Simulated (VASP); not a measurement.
A convergence study with VASP on InP (zinc blende): one setting is varied, all else stays as given below, so the limit is that of these other settings.

```
InP
1.0
    0.00000     2.93500     2.93500
    2.93500     0.00000     2.93500
    2.93500     2.93500     0.00000
In P
1 1
Direct
  0.00000   0.00000   0.00000
  0.25000   0.25000   0.25000
```

Level of theory: PBEsol GGA, VASP's PBE PAW potentials (set 64) (plane waves; VASP 6.6.1). The tightest run used: 550 eV cut-off, 17×17×17 Γ-centred mesh, tetrahedra with Blöchl corrections, potentials In_d P.

Unless said otherwise, spin-orbit coupling is left out, though it shifts the bands of the heavy elements here. Gaps are read on the run's mesh, which can miss a band edge.

Question: The settings run are 3×3×3 mesh; 4×4×4 mesh; 5×5×5 mesh; 6×6×6 mesh; 7×7×7 mesh; 8×8×8 mesh; 9×9×9 mesh; 10×10×10 mesh; 11×11×11 mesh; 12×12×12 mesh; 13×13×13 mesh; 14×14×14 mesh; 15×15×15 mesh; 16×16×16 mesh; 17×17×17 mesh. From which on does the energy per atom stay within 0.01 eV/atom of the tightest run?

Answer: From 6×6×6 mesh on: it is off by 0.0071 there and by no more than 0.01 in any finer run, while 5×5×5 mesh is off by 0.0194.
```
setting        E (eV/atom)  pressure (GPa)  gap on the mesh (eV)  irreducible k-points  difference judged (eV/atom)
-------------  -----------  --------------  --------------------  --------------------  ---------------------------
3×3×3 mesh         -4.3690            1.13                 0.547                     4                       0.2096
4×4×4 mesh         -4.5193            0.47                 0.573                     8                       0.0592
5×5×5 mesh         -4.5592            0.30                 0.583                    10                       0.0194
6×6×6 mesh         -4.5714            0.27                 0.587                    16                       0.0071
7×7×7 mesh         -4.5757            0.26                 0.589                    20                       0.0029
8×8×8 mesh         -4.5773            0.27                 0.590                    29                       0.0013
9×9×9 mesh         -4.5780            0.28                 0.590                    35                       0.0006
10×10×10 mesh      -4.5783            0.27                 0.591                    47                       0.0003
11×11×11 mesh      -4.5784            0.27                 0.591                    56                       0.0001
12×12×12 mesh      -4.5785            0.28                 0.591                    72                       0.0001
13×13×13 mesh      -4.5785            0.28                 0.591                    84                       0.0000
14×14×14 mesh      -4.5785            0.28                 0.591                   104                       0.0000
15×15×15 mesh      -4.5785            0.28                 0.591                   120                       0.0000
16×16×16 mesh      -4.5785            0.28                 0.591                   145                       0.0000
17×17×17 mesh      -4.5785            0.28                 0.591                   165                       0.0000
```

Left out are rungs that failed or repeat a setting and relaxations that didn't move; long series are thinned to 24 rows.

The compound is InP in the zinc blende structure. The cell was not relaxed at this level.
